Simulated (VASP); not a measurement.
Crystal: Si2Ni.

```
CELL_PARAMETERS angstrom
0.00000 2.70300 2.70300
2.70300 0.00000 2.70300
2.70300 2.70300 0.00000
ATOMIC_POSITIONS crystal
Si 0.25000 0.25000 0.25000
Si 0.75000 0.75000 0.75000
Ni 0.00000 0.00000 0.00000
```

```yaml
Program: VASP 6.6.1
Task: relaxation of cell and atoms
Functional: PBE
Potentials_or_basis: VASP PAW PBE potentials, release 64 (Si, Ni)
Cutoff: 600 eV
k_mesh: 12 × 12 × 12
Occupations: methfessel-paxton, width 0.1 eV
Spin: no spin polarisation
```

At the start: pressure 2.9 GPa; volume 13.17 Å³/atom.

How do energy, volume and symmetry change on relaxing?

Over 3 steps the energy falls by 2.6 meV/atom and the volume is 13.44 Å³/atom (+2.1 %); space group Fm-3m (No. 225, to 0.05 Å).

The path:
```tsv
step	energy change (eV)	largest force (eV/Å)	pressure (GPa)	volume (Å³)
1	0.0000	0.0000	2.89	39.50
2	-0.0044	0.0000	-1.91	40.87
3	-0.0077	0.0000	0.00	40.33
```

Final structure:
```
Si Ni
1.0
     0.00000    2.72196    2.72196
     2.72196    0.00000    2.72196
     2.72196    2.72196    0.00000
Si Ni
2 1
Direct
  0.25000 0.25000 0.25000
  0.75000 0.75000 0.75000
  0.00000 0.00000 0.00000
```
